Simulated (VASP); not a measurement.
An input for Quantum ESPRESSO's pw.x (written as the equivalent of a VASP run, and not itself run):

```
&CONTROL
  calculation = 'vc-relax'
  pseudo_dir = './pseudo'
  outdir = './out'
  tprnfor = .true.
  tstress = .true.
  nstep = 40
  forc_conv_thr = 0.00078
/
&SYSTEM
  ibrav = 0
  nat = 2
  ntyp = 2
  ecutwfc = 86
  occupations = 'smearing'
  smearing = 'gaussian'
  degauss = 0.003675
  input_dft = 'pbesol'
/
&ELECTRONS
  conv_thr = 7.3e-08
  electron_maxstep = 100
/
&IONS
/
&CELL
  press = 50
/
ATOMIC_SPECIES
  Ge 72.630 Ge.upf
  Se 78.971 Se.upf
CELL_PARAMETERS angstrom
    -0.0000000    2.7207438    2.7207438
     2.7207438   -0.0000000    2.7207438
     2.7207438    2.7207438    0.0000000
ATOMIC_POSITIONS crystal
  Ge   0.0000000  0.0000000  0.0000000
  Se   0.5000000  0.5000000  0.5000000
K_POINTS automatic
  8 8 8 0 0 0
```

Question: Translate this input to VASP (INCAR, KPOINTS, POSCAR, choice of POTCAR).

Answer: One answer among several that fit: 
**POSCAR**
```
GeSe
1
   -0.0000000000     2.7207437626     2.7207437626
    2.7207437626    -0.0000000000     2.7207437626
    2.7207437626     2.7207437626     0.0000000000
Ge Se
1 1
Direct
  0.0000000000   0.0000000000   0.0000000000
  0.5000000000   0.5000000000   0.5000000000
```

**KPOINTS**
```
Automatic mesh
0
Gamma
8 8 8
0 0 0
```

INCAR:
```
ALGO = Normal
EDIFF = 1E-6
EDIFFG = -0.02
ENCUT = 500
GGA = PS
IBRION = 2
ISIF = 3
ISMEAR = 0
LASPH = .TRUE.
LCHARG = .FALSE.
LMAXMIX = 4
LREAL = .FALSE.
LWAVE = .FALSE.
NELM = 100
NSW = 40
PREC = Accurate
PSTRESS = 50
SIGMA = 0.05
SYSTEM = GeSe
```

POTCAR, in this order: Ge_d Se (PBE.64 set). Program: vasp_std.

What does not carry over: the potentials are each code's own (VASP's PAW set, PseudoDojo norm-conserving files in pw.x), so ENCUT and ecutwfc are chosen apart and not converted; conv_thr bounds pw.x's estimated SCF error, while EDIFF bounds the energy change between steps; forc_conv_thr acts on force components and is met together with etot_conv_thr.

The structure was generated: GeSe was put into the rock salt type (Fm-3m), which need not be its known phase. It was relaxed first under an external pressure of 5 GPa.
